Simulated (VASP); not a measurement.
The input files of a VASP run:

### INCAR
```
NSW = 60   ! most ionic steps
LREAL = F
ISIF = 3
SIGMA = 0.1   ! width (eV)
LMAXMIX = 4   ! l cut-off of mixed one-centre charges
SYSTEM = CoSi2
LASPH = T   ! aspherical one-centre terms
ISMEAR = 1   ! Methfessel-Paxton
LORBIT = 10
ENCUT = 400
ALGO = Normal   ! blocked Davidson
NELM = 100
MAGMOM = 3.0 2*0.0
GGA = PS
ISPIN = 2   ! spin-polarised
EDIFFG = -0.02
LWAVE = F
EDIFF = 1E-6   ! SCF stop (eV)
LCHARG = F
PREC = Accurate
IBRION = 2
```

**KPOINTS**
```
Automatic mesh
0
Gamma
8 8 11
0 0 0
```

POSCAR:
```
CoSi2
1
    4.0992768676    -0.0000000396     0.0000000000
   -2.0496379892     3.5500778660    -0.0000000000
   -0.0000000000    -0.0000000000     2.5017342188
Co Si
1 2
Direct
  0.0000000000   0.0000000000   0.0000000000
  0.3333330000   0.6666670000   0.5000000000
  0.6666670000   0.3333330000   0.5000000000
```

POTCAR, in this order: Co Si (PBE.64 set). Program: vasp_std.

**Question.** Write an equivalent input for Ansatz.

**Answer.** One equivalent input (not run):
Ansatz 0.2 input:
```yaml
crystal:
  lattice:
    - [4.0992769, -0.0000000, 0.0000000]
    - [-2.0496380, 3.5500779, 0.0000000]
    - [0.0000000, 0.0000000, 2.5017342]
  atoms:
    - { symbol: Co, position: [0.0000000, 0.0000000, 0.0000000], spin: 3 }
    - { symbol: Si, position: [0.3333330, 0.6666670, 0.5000000] }
    - { symbol: Si, position: [0.6666670, 0.3333330, 0.5000000] }
kpoints:
  mp_grid: { grid: [8, 8, 11] }
hamiltonian:
  xc: pbesol
  pseudopotentials: { kind: paw }
magnetization: { spin_polarized: true }
scf:
  occupations: { method: methfessel_paxton, width: 0.1 }
  max_iter: 100
relax:
  max_steps: 60
  f_tol: 0.02
  cell: {}
output: { forces: true, stress: true, eigenvalues: true }
```
What does not carry over: each code has its own PAW files, so the cut-off isn't converted (ENCUT is set for VASP's; basis.ecutwfc is left out, and Ansatz then takes the one that its files recommend); Ansatz stops its SCF on the density residual and VASP on the energy change (EDIFF).

The structure was generated: CoSi2 was put into the AlB2 type (P6/mmm), which need not be its known phase. This run relaxes it. Symmetry was kept, so distortions that lower it aren't found. The start is the result of an earlier pass.
